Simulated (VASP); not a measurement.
# InBiP2 with PBE + D3: from relaxation to properties, part 3 of 4

What structure does InBiP2 take at this level, and what are its properties? The cell is invented: it takes the structure of a Materials Project entry for InBi3 (space group 21 there), with some of its atoms replaced by other elements, volume scaled by an estimate. It may not be a known or stable phase.

VASP 6.6.1; PBE with D3; plane waves and PAW (Bi_d, In_d, P); invented cell.

So far. Step 3 (Full relaxation (PBE + D3)): It ends with a largest force of 0.004 eV/Å and a pressure of 0.00 GPa. Step 4 (Single point with fields (PBE + D3)): In this run the pressure is 0.00 GPa, small enough to go on. The relaxed cell has a, b, c = 3.387, 7.374, 7.397 Å (conventional setting).

### 5. Bands along the symmetry lines (PBE + D3)

The mesh alone shows little of the dispersion and can miss band extrema, so KPOINTS_OPT adds a path through the symmetry points after the self-consistent cycle.

Contents of INCAR:

```
SYSTEM = InBiP2
PREC = Accurate
ENCUT = 400
EDIFF = 1E-06
NELM = 100
ISMEAR = 0
SIGMA = 0.05
LREAL = .FALSE.
ALGO = Normal
GGA = PE
IVDW = 11
NBANDS = 33
LORBIT = 11
LWAVE = .FALSE.
LCHARG = .FALSE.
KPAR = 2
```

Contents of POSCAR:

```
InBiP2
1.0
    1.6936058669     -3.6872047485      0.0000000000
    1.6936058669      3.6872047485      0.0000000000
    0.0000000000      0.0000000000      7.3965723322
Bi In P
1 1 2
Direct
    0.0000000000      0.0000000000      0.5000000000
    0.5000000000      0.5000000000      0.0000000000
    0.0000000000      0.5000000000      0.7690835392
    0.5000000000      0.0000000000      0.2309164608
```

Contents of KPOINTS:

```
Automatic mesh
0
Gamma
9 9 4
0 0 0
```

Contents of KPOINTS_OPT:

```
Line mode
16
Line-mode
Reciprocal
  0.00000000   0.00000000   0.00000000 GAMMA
  0.30274365   0.30274365   0.00000000 X

  0.30274365   0.30274365   0.00000000 X
  0.00000000   0.50000000   0.00000000 S

  0.00000000   0.50000000   0.00000000 S
  0.00000000   0.50000000   0.50000000 R

  0.00000000   0.50000000   0.50000000 R
  0.30274365   0.30274365   0.50000000 A

  0.30274365   0.30274365   0.50000000 A
  0.00000000   0.00000000   0.50000000 Z

  0.00000000   0.00000000   0.50000000 Z
  0.00000000   0.00000000   0.00000000 GAMMA

  0.00000000   0.00000000   0.00000000 GAMMA
 -0.50000000   0.50000000   0.00000000 Y

 -0.50000000   0.50000000   0.00000000 Y
 -0.30274365   0.69725635   0.00000000 X1

 -0.30274365   0.69725635   0.00000000 X1
 -0.30274365   0.69725635   0.50000000 A1

 -0.30274365   0.69725635   0.50000000 A1
 -0.50000000   0.50000000   0.50000000 T

 -0.50000000   0.50000000   0.50000000 T
 -0.50000000   0.50000000   0.00000000 Y

  0.00000000   0.00000000   0.50000000 Z
 -0.50000000   0.50000000   0.50000000 T
```

Potentials, in the order of the species: Bi_d, In_d and P (PBE family, release 64).

The run is started by

```bash
> mpirun -np 2 vasp_std
```

The log of the run:

```text
[... set-up lines as in an earlier step ...]
 entering main loop
       N       E                     dE             d eps       ncg     rms          rms(c)
DAV:   1     0.327536231706E+03    0.32754E+03   -0.15256E+04  4998   0.113E+03
DAV:   2     0.178491577056E+02   -0.30969E+03   -0.29636E+03  5054   0.333E+02
DAV:   3    -0.153745591593E+02   -0.33224E+02   -0.32616E+02  6097   0.117E+02
DAV:   4    -0.166721114479E+02   -0.12976E+01   -0.12941E+01  6033   0.240E+01
DAV:   5    -0.167307642112E+02   -0.58653E-01   -0.58644E-01  7555   0.482E+00    0.593E+00
DAV:   6    -0.161037654637E+02    0.62700E+00   -0.16924E+00  7091   0.813E+00    0.321E+00
DAV:   7    -0.161075188949E+02   -0.37534E-02   -0.25142E-01  6666   0.210E+00    0.170E+00
DAV:   8    -0.161039798096E+02    0.35391E-02   -0.15759E-02  6771   0.798E-01    0.306E-01
DAV:   9    -0.161038478798E+02    0.13193E-03   -0.23464E-03  6923   0.261E-01    0.135E-01
DAV:  10    -0.161039109707E+02   -0.63091E-04   -0.32538E-04  6412   0.927E-02    0.556E-02
DAV:  11    -0.161039290320E+02   -0.18061E-04   -0.52084E-05  6599   0.432E-02    0.188E-02
DAV:  12    -0.161039288501E+02    0.18184E-06   -0.26975E-06  5540   0.107E-02
   1 F= -.17091038E+02 E0= -.17089992E+02  d E =-.209109E-02
 Start KPOINTS_OPT (optional k-point list driver)
k-point batch [1-75\192]
       N       E                     dE             ncg
DAV:   1     0.109999794861E+05   -0.66993E+05     4968
DAV:   2    -0.120332305600E+05   -0.23033E+05     5150
DAV:   3    -0.145102251159E+05   -0.24770E+04     5942
DAV:   4    -0.146081580632E+05   -0.97933E+02     6096
DAV:   5    -0.146123001361E+05   -0.41421E+01     7404
DAV:   6    -0.146123864205E+05   -0.86284E-01     6685
DAV:   7    -0.146123885303E+05   -0.21098E-02     7412
DAV:   8    -0.146123885739E+05   -0.43575E-04     6386
DAV:   9    -0.146123885749E+05   -0.97942E-06     4156
[...]
k-point batch [151-192\192]
       N       E                     dE             ncg
DAV:   1     0.446848568092E+05   -0.26705E+05     2804
DAV:   2     0.316674938534E+05   -0.13017E+05     2804
DAV:   3     0.302583019196E+05   -0.14092E+04     3581
DAV:   4     0.302053992710E+05   -0.52903E+02     3551
DAV:   5     0.302033018771E+05   -0.20974E+01     4184
DAV:   6     0.302032597881E+05   -0.42089E-01     3944
DAV:   7     0.302032587009E+05   -0.10873E-02     4184
DAV:   8     0.302032586771E+05   -0.23744E-04     3640
DAV:   9     0.302032586765E+05   -0.62941E-06     2432
```

Run time: 3.6 min. Hardware: 2 MPI ranks of AMD EPYC 7R43, shared host; peak memory 0.64 GiB.

From OUTCAR (step 5):

```text
   k-points           NKPTS =     75   k-points in BZ     NKDIM =     75   number of bands    NBANDS=     33

   NELECT =      38.0000    total number of electrons

 E-fermi :   7.2969

 k-point     1 :       0.0000    0.0000    0.0000
  band No.  band energies     occupation
    ...
     13      -2.7925      2.00000
     14       3.5952      2.00000
     15       4.8360      2.00000
     16       4.9580      2.00000
     17       6.5975      2.00000
     18       7.6034      0.00000
     19       8.9004      0.00000
     20       8.9490      0.00000
     21       9.6587      0.00000
     22       9.6750      0.00000
    ...

 Edisp (eV)   -0.98711

  Total       0.00401    -0.01831     0.02187     0.00000     0.00000     0.00000
  in kB       0.06947    -0.31756     0.37929     0.00000     0.00000     0.00000
  external pressure =        0.04 kB  Pullay stress =        0.00 kB

 POSITION                                       TOTAL-FORCE (eV/Angst)
 -----------------------------------------------------------------------------------
      0.00000      0.00000      3.69829        -0.000000      0.000000      0.000000
      1.69361      0.00000      0.00000        -0.000000      0.000000      0.000000
      0.84680      1.84360      5.68858        -0.000000      0.000000      0.003775
      0.84680     -1.84360      1.70799         0.000000     -0.000000     -0.003775
 -----------------------------------------------------------------------------------
    total drift:                                0.000000      0.000000      0.000000

  FREE ENERGIE OF THE ION-ELECTRON SYSTEM (eV)
  ---------------------------------------------------
  free  energy   TOTEN  =       -17.0910378536 eV

  energy  without entropy=      -17.0889467588  energy(sigma->0) =      -17.08999231

[... 8 parts as in an earlier step ...]

[... 8 further parts left out ...]
```

Spin-orbit coupling is off here; with elements this heavy it splits and shifts levels by tenths of an eV or more.

Numbers from this step:

| Property | Result |
| --- | --- |
| bands | 33 |
| pressure | 0.004373 GPa |

The electronic bands at the labelled points (eV, zero at the Fermi level; # counts the bands kept, so #1 is VASP's band 13):

| point | #4 | #5 | #6 | #7 | #8 | #9 | #10 | #11 |
| --- | --- | --- | --- | --- | --- | --- | --- | --- |
| Γ | -2.34 | -0.70 | 0.31 | 1.60 | 1.65 | 2.36 | 2.38 | 4.06 |
| 0.47 of the way | -2.27 | -2.09 | -1.98 | -0.71 | 0.64 | 2.44 | 2.67 | 2.82 |
| X | -3.71 | -3.58 | -3.46 | -3.30 | 1.02 | 2.88 | 2.94 | 3.26 |
| 0.53 of the way | -4.25 | -3.26 | -2.45 | -1.77 | 0.09 | 1.48 | 2.03 | 2.96 |
| S | -4.44 | -2.45 | -1.88 | -0.72 | -0.33 | 0.21 | 1.15 | 2.93 |
| 0.47 of the way | -3.72 | -2.42 | -2.02 | -1.38 | -0.98 | 1.14 | 1.83 | 2.31 |
| R | -2.77 | -2.63 | -2.56 | -1.86 | -1.52 | 1.69 | 1.98 | 2.74 |
| 0.47 of the way | -3.82 | -2.33 | -2.06 | -1.74 | -0.92 | 0.98 | 1.77 | 2.75 |
| A | -4.64 | -2.00 | -1.83 | -1.23 | -0.75 | -0.06 | 0.88 | 4.11 |
| 0.47 of the way | -2.87 | -2.05 | -1.60 | -0.31 | 0.26 | 0.86 | 1.70 | 3.12 |
| Z | -1.63 | -0.49 | 0.09 | 1.02 | 1.17 | 3.05 | 3.70 | 3.93 |
| 0.53 of the way | -1.53 | -1.08 | 0.61 | 0.96 | 1.47 | 2.60 | 3.07 | 4.10 |
| Γ | -2.34 | -0.70 | 0.31 | 1.60 | 1.65 | 2.36 | 2.38 | 4.06 |
| 0.47 of the way | -2.57 | -1.78 | -0.33 | 0.93 | 1.18 | 3.08 | 3.53 | 4.08 |
| Y | -5.35 | -0.72 | 0.34 | 0.59 | 1.27 | 2.36 | 2.41 | 2.49 |
| 0.47 of the way | -4.95 | -1.85 | -1.39 | -1.27 | 1.85 | 1.99 | 2.69 | 3.00 |
| X1 | -3.71 | -3.58 | -3.46 | -3.30 | 1.02 | 2.88 | 2.94 | 3.26 |
| 0.53 of the way | -4.42 | -2.95 | -2.46 | -2.09 | 0.08 | 1.15 | 1.71 | 3.91 |
| A1 | -4.64 | -2.00 | -1.83 | -1.23 | -0.75 | -0.06 | 0.88 | 4.11 |
| 0.53 of the way | -3.54 | -2.67 | -2.19 | -0.99 | -0.44 | 1.68 | 2.79 | 5.70 |
| T | -3.35 | -3.07 | -2.21 | 0.87 | 0.90 | 2.62 | 3.61 | 4.57 |
| 0.47 of the way | -4.30 | -2.04 | -0.80 | 0.70 | 1.20 | 2.44 | 2.70 | 4.75 |
| Y | -5.35 | -0.72 | 0.34 | 0.59 | 1.27 | 2.36 | 2.41 | 2.49 |
| jump to Z | -1.63 | -0.49 | 0.09 | 1.02 | 1.17 | 3.05 | 3.70 | 3.93 |
| 0.47 of the way | -3.96 | -0.64 | 0.20 | 1.08 | 1.48 | 3.02 | 3.17 | 3.83 |
| T | -3.35 | -3.07 | -2.21 | 0.87 | 0.90 | 2.62 | 3.61 | 4.57 |

Of the projections kept (Bi, In, P), the largest for each band there; the rest of the weight can lie on other orbitals:

| point | #4 | #5 | #6 | #7 | #8 | #9 | #10 | #11 |
| --- | --- | --- | --- | --- | --- | --- | --- | --- |
| Γ | P 0.58 | P 0.81 | P 0.61 | P 0.97 | P 0.43 | Bi 0.51 | P 0.50 | Bi 0.59 |
| X | P 0.50 | Bi 0.49 | P 0.63 | P 0.48 | P 0.63 | Bi 0.52 | P 0.59 | Bi 0.62 |
| S | Bi 0.45 | P 0.53 | P 0.72 | P 0.66 | P 0.49 | Bi 0.45 | In 0.56 | Bi 0.54 |
| R | P 0.56 | P 0.51 | Bi 0.62 | P 0.62 | P 0.65 | Bi 0.62 | Bi 0.65 | In 0.42 |
| A | P 0.50 | P 0.63 | P 0.72 | P 0.66 | Bi 0.44 | Bi 0.50 | In 0.47 | P 0.50 |
| Z | P 0.71 | P 0.64 | P 0.39 | P 0.92 | P 0.86 | Bi 0.54 | Bi 0.86 | P 0.54 |

There is no gap at this level.

### 6. Density of states (PBE + D3)

Here the states are counted by energy and projected on the atoms. The mesh is finer than in the run before.

INCAR, as its differences from that of step 5:

```diff
@@ -5,3 +5,3 @@
 NELM = 100
-ISMEAR = 0
+ISMEAR = -5
 SIGMA = 0.05
@@ -16 +16,2 @@
 KPAR = 2
+NEDOS = 2001
```

POSCAR is that of step 5.

Contents of KPOINTS:

```
Automatic mesh
0
Gamma
13 13 6
0 0 0
```

The run is started by

```bash
> mpirun -np 2 vasp_std
```

The log of the run:

```text
[... set-up lines as in an earlier step ...]
 entering main loop
       N       E                     dE             d eps       ncg     rms          rms(c)
DAV:   1     0.328121185924E+03    0.32812E+03   -0.15222E+04 13067   0.113E+03
DAV:   2     0.181143234419E+02   -0.31001E+03   -0.29679E+03 13161   0.333E+02
DAV:   3    -0.153384419325E+02   -0.33453E+02   -0.32854E+02 16014   0.117E+02
DAV:   4    -0.166620944348E+02   -0.13237E+01   -0.13201E+01 15718   0.241E+01
DAV:   5    -0.167231894245E+02   -0.61095E-01   -0.61058E-01 19811   0.495E+00    0.593E+00
DAV:   6    -0.161033612647E+02    0.61983E+00   -0.17579E+00 18468   0.818E+00    0.322E+00
DAV:   7    -0.161083295683E+02   -0.49683E-02   -0.24881E-01 17343   0.208E+00    0.176E+00
DAV:   8    -0.161043214431E+02    0.40081E-02   -0.16220E-02 17706   0.796E-01    0.290E-01
DAV:   9    -0.161043942208E+02   -0.72778E-04   -0.24605E-03 18152   0.271E-01    0.133E-01
DAV:  10    -0.161044557936E+02   -0.61573E-04   -0.34253E-04 16629   0.958E-02    0.521E-02
DAV:  11    -0.161044596020E+02   -0.38085E-05   -0.49808E-05 17255   0.427E-02    0.194E-02
DAV:  12    -0.161044610419E+02   -0.14399E-05   -0.27392E-06 14261   0.111E-02    0.797E-03
DAV:  13    -0.161044614959E+02   -0.45398E-06   -0.46888E-07  9643   0.410E-03
   1 F= -.17091570E+02 E0= -.17091570E+02  d E =0.000000E+00
 -----------------------------------------------------------------------------
|                                                                             |
|           W    W    AA    RRRRR   N    N  II  N    N   GGGG   !!!           |
|           W    W   A  A   R    R  NN   N  II  NN   N  G    G  !!!           |
|           W    W  A    A  R    R  N N  N  II  N N  N  G       !!!           |
|           W WW W  AAAAAA  RRRRR   N  N N  II  N  N N  G  GGG   !            |
|           WW  WW  A    A  R   R   N   NN  II  N   NN  G    G                |
|           W    W  A    A  R    R  N    N  II  N    N   GGGG   !!!           |
|                                                                             |
|     Tetrahedron method does not include variations of the Fermi             |
|     occupations, so forces and stress will be inaccurate. We suggest        |
|     using a different smearing scheme ISMEAR = 1 or 2 for metals in         |
|     relaxations.                                                            |
|                                                                             |
 -----------------------------------------------------------------------------
```

Wall time 3.6 min (2 MPI ranks); peak memory 0.88 GiB.

OUTCAR, selected parts (step 6):

```text
   k-points           NKPTS =    196   k-points in BZ     NKDIM =    196   number of bands    NBANDS=     33

   NELECT =      38.0000    total number of electrons

 E-fermi :   7.3083

 k-point     1 :       0.0000    0.0000    0.0000
  band No.  band energies     occupation
    ...
     13      -2.7890      2.00000
     14       3.5962      2.00000
     15       4.8381      2.00000
     16       4.9598      2.00000
     17       6.5994      2.00000
     18       7.6019     -0.29200
     19       8.8959      0.00000
     20       8.9506      0.00000
     21       9.6601      0.00000
     22       9.6781      0.00000
    ...

 Edisp (eV)   -0.98711

  Total      -0.15624     0.28242     0.11752     0.00000     0.00000     0.00000
  in kB      -2.70978     4.89811     2.03822     0.00000     0.00000     0.00000
  external pressure =        1.41 kB  Pullay stress =        0.00 kB

 POSITION                                       TOTAL-FORCE (eV/Angst)
 -----------------------------------------------------------------------------------
      0.00000      0.00000      3.69829         0.000000      0.000000      0.000000
      1.69361      0.00000      0.00000         0.000000      0.000000      0.000000
      0.84680      1.84360      5.68858         0.000000      0.000000      0.009187
      0.84680     -1.84360      1.70799         0.000000     -0.000000     -0.009187
 -----------------------------------------------------------------------------------
    total drift:                                0.000000      0.000000      0.000000

  FREE ENERGIE OF THE ION-ELECTRON SYSTEM (eV)
  ---------------------------------------------------
  free  energy   TOTEN  =       -17.0915704993 eV

  energy  without entropy=      -17.0915704993  energy(sigma->0) =      -17.09157050

[... 6 parts as in an earlier step ...]

[... 10 further parts left out ...]
```

With tetrahedra the forces and stress of a metal are not exact derivatives of the energy.

This step gave:

| Property | Result |
| --- | --- |
| SCF cycles | 13 |
| irreducible k-points | 196 |
| Fermi energy | 7.308 eV |
| pressure | 0.1409 GPa |
| DOS at the Fermi level | 1.795 states/eV/cell |

The density of states has structure finer than the step of the table below, so its rows give means over 0.5 eV, whole bins alone (the curve runs from -12.0 to 4.02 eV). Peaks (eV: height): total -9.69: 4.24, -4.39: 2.56, -2.44: 3.06, 2.73: 3.54; P p -4.39: 0.441, -2.08: 0.752, -1.19: 0.631, 2.73: 0.570; Bi p -2.44: 0.360, 2.73: 0.720, 3.94: 0.297; In p -2.08: 0.162, -1.30: 0.133, 2.77: 0.170, 3.86: 0.164; In s -9.69: 0.168, -5.40: 0.360, 1.98: 0.145.

States under -12.0 eV and over 4.0 eV are left out. The density of states by energy, zero at the Fermi level; means over each step; values in states/eV/cell:

| energy (eV) | total | P p | Bi p | In p | In s | P s | Bi s |
| --- | --- | --- | --- | --- | --- | --- | --- |
| -11.5 | 1.16 | 0.0120 | 0.0108 | 0.00450 | 0.0276 | 0.189 | 0.490 |
| -11.0 | 1.52 | 0.0137 | 0.0142 | 0.0103 | 0.0424 | 0.329 | 0.543 |
| -10.5 | 1.13 | 0.00654 | 0.0197 | 0.0245 | 0.0440 | 0.462 | 0.0516 |
| -10.0 | 1.41 | 0.00847 | 0.0236 | 0.0248 | 0.0522 | 0.600 | 0.0781 |
| -9.5 | 1.86 | 0.0130 | 0.0332 | 0.0217 | 0.0557 | 0.801 | 0.138 |
| -9.0 | 1.33 | 0.0168 | 0.0178 | 0.0206 | 0.0319 | 0.489 | 0.246 |
| -8.5 | 1.44 | 0.0217 | 0.0141 | 0.0318 | 0.0246 | 0.511 | 0.341 |
| -8.0 | 0.0724 | 0.00102 | 2.3e-4 | 0.00194 | 5.9e-4 | 0.0268 | 0.0186 |
| -7.5 | 0 | 0 | 0 | 0 | 0 | 0 | 0 |
| -7.0 | 0.0785 | 0.00869 | 0.00282 | 3.3e-4 | 0.0259 | 9.7e-4 | 4.2e-4 |
| -6.5 | 0.448 | 0.0488 | 0.0148 | 0.00283 | 0.147 | 0.0113 | 0.00459 |
| -6.0 | 0.556 | 0.0651 | 0.0206 | 0.00600 | 0.167 | 0.0243 | 0.00413 |
| -5.5 | 1.34 | 0.179 | 0.0778 | 0.0164 | 0.322 | 0.0675 | 0.00911 |
| -5.0 | 1.35 | 0.200 | 0.104 | 0.0332 | 0.220 | 0.0849 | 0.0177 |
| -4.5 | 1.84 | 0.311 | 0.206 | 0.0857 | 0.108 | 0.0666 | 0.0239 |
| -4.0 | 2.07 | 0.369 | 0.247 | 0.100 | 0.0860 | 0.0576 | 0.0279 |
| -3.5 | 1.85 | 0.356 | 0.231 | 0.0960 | 0.0587 | 0.0398 | 0.0224 |
| -3.0 | 2.00 | 0.431 | 0.237 | 0.109 | 0.0448 | 0.0376 | 0.0202 |
| -2.5 | 2.71 | 0.649 | 0.300 | 0.149 | 0.0420 | 0.0421 | 0.0246 |
| -2.0 | 2.61 | 0.681 | 0.221 | 0.146 | 0.0486 | 0.0392 | 0.0281 |
| -1.5 | 2.12 | 0.564 | 0.156 | 0.117 | 0.0434 | 0.0363 | 0.0389 |
| -1.0 | 2.06 | 0.574 | 0.133 | 0.105 | 0.0452 | 0.0373 | 0.0520 |
| -0.5 | 2.00 | 0.529 | 0.183 | 0.0939 | 0.0478 | 0.0440 | 0.0428 |
| 0.0 | 1.82 | 0.476 | 0.197 | 0.0769 | 0.0453 | 0.0411 | 0.0300 |
| 0.5 | 1.66 | 0.427 | 0.189 | 0.0623 | 0.0521 | 0.0411 | 0.0221 |
| 1.0 | 2.06 | 0.462 | 0.259 | 0.0943 | 0.0941 | 0.0652 | 0.0238 |
| 1.5 | 1.68 | 0.279 | 0.271 | 0.0917 | 0.111 | 0.0600 | 0.0156 |
| 2.0 | 2.08 | 0.282 | 0.417 | 0.0992 | 0.132 | 0.0659 | 0.0143 |
| 2.5 | 2.74 | 0.404 | 0.565 | 0.137 | 0.116 | 0.0757 | 0.0125 |
| 3.0 | 2.43 | 0.407 | 0.483 | 0.121 | 0.0715 | 0.0438 | 0.0130 |
| 3.5 | 1.57 | 0.279 | 0.231 | 0.0982 | 0.0694 | 0.0174 | 0.00785 |

The finer mesh and the other smearing move the Fermi level by +0.01 eV from the 9×9×4 run, a small shift, which tests the Fermi level alone. Of the states within 0.3 eV of the Fermi level, the largest shares in the PAW spheres are P p 26 % and Bi p 11 %. The rest lies in smaller channels or between the spheres.

(Part 3 of 4 ends here.)

[Lines on the potential files, build, host, timing and source positions are cut from VASP's logs without a mark.]

[Logs are printed without paths, hosts, clocks, repeated set-up lines and the standing remarks that a program may print on its own settings, such as how far it seeks lower states.]

[Hosts, paths, dates, database ids (printed as entryN), source tags and the programs' standing remarks are cut or masked in the printed files.]

[A measured line is paired with the nearest computed mode of its activity, which favours agreement.]
